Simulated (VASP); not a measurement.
Crystal: Cd4TeO3.

```
Cd Te O
1.0
    -3.53739    3.53739    3.03610
     3.53739   -3.53739    3.03610
     3.53739    3.53739   -3.03610
Cd Te O
4 1 3
Cartesian
  1.7687 1.7687 1.5180
  1.7687 1.7687 -1.5180
  -1.7687 1.7687 1.5180
  1.7687 -1.7687 1.5180
  0.0000 0.0000 3.0361
  0.0000 3.5374 0.0000
  3.5374 0.0000 0.0000
  0.0000 0.0000 0.0000
```

The cell was built by a generator and needn't be a form met in nature.

| Property | Result |
| --- | --- |
| Program | VASP 6.6.1 |
| Task | relaxation of cell and atoms |
| Functional | PBE |
| Potentials or basis | VASP PAW PBE potentials, release 64 (Cd, Te, O) |
| Cutoff | 520 eV |
| k mesh | 3 × 3 × 3 |
| Occupations | gaussian, width 0.15 eV |
| Spin | no spin polarisation |

At the start: pressure -7.0 GPa; volume 19.00 Å³/atom.

How do energy, volume and symmetry change on relaxing?

Over 8 steps the energy falls by 129.7 meV/atom and the volume is 16.70 Å³/atom (-12.1 %); space group Im-3m (No. 229, to 0.05 Å).

The path:
```
step  energy change (eV)  largest force (eV/Å)  pressure (GPa)  volume (Å³)
   1              0.0000                0.0000           -6.97       151.96
   2             -0.7762                0.0000           -0.02       134.38
   3             -0.8199                0.0000            2.00       130.81
   4             -0.8214                0.0000            2.81       129.81
   5             -1.0025                0.0000            2.50       130.01
   6             -1.0101                0.0000            2.43       129.99
   7             -1.0321                0.0000           -1.03       135.27
   8             -1.0374                0.0000           -0.11       133.64
```

Final structure:
```cif
data_structure
_symmetry_space_group_name_H-M 'P 1'
_symmetry_Int_Tables_number 1
_cell_length_a 5.5785
_cell_length_b 5.5785
_cell_length_c 5.5785
_cell_angle_alpha 109.435
_cell_angle_beta 109.435
_cell_angle_gamma 109.543
_cell_volume 133.64
loop_
_atom_site_label
_atom_site_type_symbol
_atom_site_fract_x
_atom_site_fract_y
_atom_site_fract_z
_atom_site_occupancy
Cd1 Cd 0.50000 0.50000 0.50000 1
Cd2 Cd 0.00000 0.00000 0.50000 1
Cd3 Cd 0.50000 0.00000 0.00000 1
Cd4 Cd 0.00000 0.50000 0.00000 1
Te1 Te 0.50000 0.50000 0.00000 1
O1 O 0.50000 0.00000 0.50000 1
O2 O 0.00000 0.50000 0.50000 1
O3 O 0.00000 0.00000 0.00000 1
```

Caveat: the k mesh is coarse (spacing up to 0.45 Å⁻¹), so the values aren't converged.
